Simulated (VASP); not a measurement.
Write the native input for VASP 6.6.1 that does the following.

- Task: relaxation of cell and atoms
- Functional: LDA
- Potentials or basis: VASP PAW LDA potentials, release 64 (Cu)
- Cutoff: 350 eV
- k mesh: 10 × 10 × 10
- Occupations: gaussian, width 0.1 eV
- Spin: no spin polarisation
- Further INCAR settings: ALGO = Fast; EDIFF = 1e-07; IBRION = 2; EDIFFG = -0.002; NSW = 80; ISIF = 3

The structure of Cu lies in POSCAR:

```
Cu
1.0
    0.0000000000      1.8075000000      1.8075000000
    1.8075000000      0.0000000000      1.8075000000
    1.8075000000      1.8075000000      0.0000000000
Cu
1
Direct
    0.0000000000      0.0000000000      0.0000000000
```

These files were run (other wordings do the same):

INCAR

```
ALGO     = Fast           # electronic algorithm
EDIFF    = 1E-7           # SCF threshold, eV
EDIFFG   = -0.002         # ionic threshold
ENCUT    = 350            # plane-wave cutoff, eV
GGA      = CA             # functional
IBRION   = 2              # ionic algorithm
ISIF     = 3              # what is computed and relaxed
ISMEAR   = 0              # smearing method
LASPH    = T              # aspherical terms in the spheres
LCHARG   = F              # write CHGCAR
LREAL    = F              # projectors in reciprocal space
LWAVE    = F              # write WAVECAR
NELM     = 80             # most SCF steps
NSW      = 80             # ionic steps
PREC     = Accurate       # precision mode
SIGMA    = 0.1            # smearing width, eV
```

KPOINTS

```
k-points
0
Gamma
  10 10 10
```

Potentials or basis: VASP PAW LDA potentials, release 64 (Cu).

The run is started by

```console
$ cat potpaw_LDA.64/Cu/POTCAR > POTCAR
$ mpirun -np 1 vasp_std > vasp.out
```

It gave:

The relaxed volume is 10.92 Å³/atom. The relaxed cell is a = 2.490 Å, b = 2.490 Å, c = 2.490 Å, α = 60.00°, β = 60.00°, γ = 60.00°. The space group after relaxing (to 0.05 Å) is Fm-3m (No. 225). The energy gained by relaxing is 34.8 meV/atom, the ionic steps are 3 and the pressure after relaxing is 0.0 GPa. The band gap on the k mesh is none (metal or under the smearing width).

Caveat: the cutoff is under 1.25 times the usual one of these potentials, so pressure, stress and relaxed cells hold a basis-set (Pulay) error.

Run time: 5 s on 1 thread of Intel(R) Xeon(R) Platinum 8488C (Sapphire Rapids), with other jobs on the host, peak memory 0.11 GiB.
